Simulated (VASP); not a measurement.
A VASP calculation is set up with these files.

**INCAR**
```
# general
SYSTEM  = AlAs
PREC    = Accurate
ENCUT   = 500
LREAL   = .False.
LASPH   = .True.

# electronic loop
EDIFF   = 1E-6
NELM    = 100
ALGO    = Normal
LMAXMIX = 4

# smearing
ISMEAR  = 0
SIGMA   = 0.05

# functional
GGA     = PE

# ions
IBRION  = 2
NSW     = 40
ISIF    = 3
EDIFFG  = -0.02
PSTRESS = 100

# output
LWAVE   = .False.
LCHARG  = .False.
```

### KPOINTS
```
Automatic mesh
0
Gamma
8 8 8
0 0 0
```

**POSCAR**
```
AlAs
1
    0.0000000000     2.7580921565     2.7580921565
    2.7580921565     0.0000000000     2.7580921565
    2.7580921565     2.7580921565     0.0000000000
Al As
1 1
Direct
  0.0000000000   0.0000000000   0.0000000000
  0.2500000000   0.2500000000   0.2500000000
```

POTCAR, in this order: Al As (PBE.64 set). Program: vasp_std.

Problem. Translate this PBE calculation to Quantum ESPRESSO's pw.x.

Solution. One equivalent input (not run):
```
&CONTROL
  calculation = 'vc-relax'
  pseudo_dir = './pseudo'
  outdir = './out'
  tprnfor = .true.
  tstress = .true.
  nstep = 40
  forc_conv_thr = 0.00078
/
&SYSTEM
  ibrav = 0
  nat = 2
  ntyp = 2
  ecutwfc = 84
  occupations = 'smearing'
  smearing = 'gaussian'
  degauss = 0.003675
  input_dft = 'pbe'
/
&ELECTRONS
  conv_thr = 7.3e-08
  electron_maxstep = 100
/
&IONS
/
&CELL
  press = 100
/
ATOMIC_SPECIES
  Al 26.982 Al.upf
  As 74.922 As.upf
CELL_PARAMETERS angstrom
     0.0000000    2.7580922    2.7580922
     2.7580922    0.0000000    2.7580922
     2.7580922    2.7580922    0.0000000
ATOMIC_POSITIONS crystal
  Al   0.0000000  0.0000000  0.0000000
  As   0.2500000  0.2500000  0.2500000
K_POINTS automatic
  8 8 8 0 0 0
```
What does not carry over: the potentials are each code's own (VASP's PAW set, PseudoDojo norm-conserving files in pw.x), so ENCUT and ecutwfc are chosen apart and not converted; conv_thr bounds pw.x's estimated SCF error, while EDIFF bounds the energy change between steps; forc_conv_thr acts on force components and is met together with etot_conv_thr.

The compound is AlAs in the zinc blende structure. It was relaxed first under an external pressure of 10 GPa.
